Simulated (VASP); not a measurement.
Data:

```
BN
1.0
    0.00000     1.75795     1.75795
    1.75795     0.00000     1.75795
    1.75795     1.75795     0.00000
B N
1 1
Direct
  0.00000   0.00000   0.00000
  0.25000   0.25000   0.25000
```

Computed with PBE GGA, VASP's PBE PAW potentials (set 64) (plane waves; VASP). Run with PREC = Normal, 500 eV cut-off, 4×4×4 Γ-centred mesh, Gaussian smearing of 0.010 eV, potentials B_GW N_GW_new.

Task: Predict the energy per atom (σ→0), pressure, band gap (on the k-mesh) with the smallest direct gap where there is one.

Result: 
| Property | Value |
|---|---|
| band gap (on the k-mesh) | 4.52 eV |
| smallest direct gap (on the k-mesh) | 9.19 eV |
| energy per atom (σ→0) | -8.627 eV/atom |
| pressure | 40.77 GPa |

The compound is BN in the zinc blende structure. This cell is one point of a volume scan, at 0.92 of the reference volume. The k-mesh is coarse (spacing up to 0.77 per Å, 2π included), so the numbers may not be converged in it.
